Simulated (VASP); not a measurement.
The input files of a VASP run:

**INCAR**
```
SYSTEM  =  CrI3
PREC  =  Accurate; ENCUT  =  400; LREAL  =  .FALSE.
LASPH  =  .TRUE.
EDIFF  =  1E-6; NELM  =  100; ALGO  =  Normal
LMAXMIX  =  4
ISMEAR  =  0; SIGMA  =  0.05
GGA  =  PE
MAGMOM  =  3.0 3.0 -0.1 -0.1 -0.1 -0.1 -0.1 -0.1
ISPIN  =  2
LWAVE  =  .TRUE.; LCHARG  =  .FALSE.; LORBIT  =  10
```

**KPOINTS**
```
Automatic mesh
0
Gamma
4 4 1
0 0 0
```

File POSCAR:
```
CrI3
1
    6.9927516067     0.0000003359     0.0000000000
   -3.4963769819     6.0559017482     0.0000000000
    0.0000000000     0.0000000000    16.9437207659
Cr I
2 6
Direct
  0.0000000000   0.0000000000   0.5000002425
  0.3333330000   0.6666670000   0.4999997575
  0.6666677794   0.6920157841   0.4079384479
  0.3079842153   0.9746509952   0.4079384479
  0.0253490054   0.3333322207   0.4079384479
  0.6666662206   0.9746502159   0.5920615521
  0.0253497847   0.6920150048   0.5920615521
  0.3079849946   0.3333337793   0.5920615521
```

POTCAR, in this order: Cr_pv I (PBE.64 set). Program: vasp_std.

Task: Translate this PBE calculation to Quantum ESPRESSO's pw.x.

Result: One equivalent input (not run):
```
&CONTROL
  calculation = 'scf'
  pseudo_dir = './pseudo'
  outdir = './out'
  tprnfor = .true.
  tstress = .true.
/
&SYSTEM
  ibrav = 0
  nat = 8
  ntyp = 2
  ecutwfc = 94
  occupations = 'smearing'
  smearing = 'gaussian'
  degauss = 0.003675
  input_dft = 'pbe'
  nspin = 2
  starting_magnetization(1) = 0.3
  starting_magnetization(2) = -0.01
/
&ELECTRONS
  conv_thr = 7.3e-08
  electron_maxstep = 100
/
ATOMIC_SPECIES
  Cr 51.996 Cr.upf
  I 126.904 I.upf
CELL_PARAMETERS angstrom
     6.9927516    0.0000003    0.0000000
    -3.4963770    6.0559017    0.0000000
     0.0000000    0.0000000   16.9437208
ATOMIC_POSITIONS crystal
  Cr   0.0000000  0.0000000  0.5000002
  Cr   0.3333330  0.6666670  0.4999998
  I    0.6666678  0.6920158  0.4079384
  I    0.3079842  0.9746510  0.4079384
  I    0.0253490  0.3333322  0.4079384
  I    0.6666662  0.9746502  0.5920616
  I    0.0253498  0.6920150  0.5920616
  I    0.3079850  0.3333338  0.5920616
K_POINTS automatic
  4 4 1 0 0 0
```
The two are equivalent in intent, not identical: the potentials are each code's own (VASP's PAW set, PseudoDojo norm-conserving files in pw.x), so ENCUT and ecutwfc are chosen apart and not converted; conv_thr bounds pw.x's estimated SCF error, while EDIFF bounds the energy change between steps; starting_magnetization is a fraction of the valence charge and MAGMOM a moment in μB, so they match only roughly.

The cell is a sheet with vacuum, built from a generated structure.
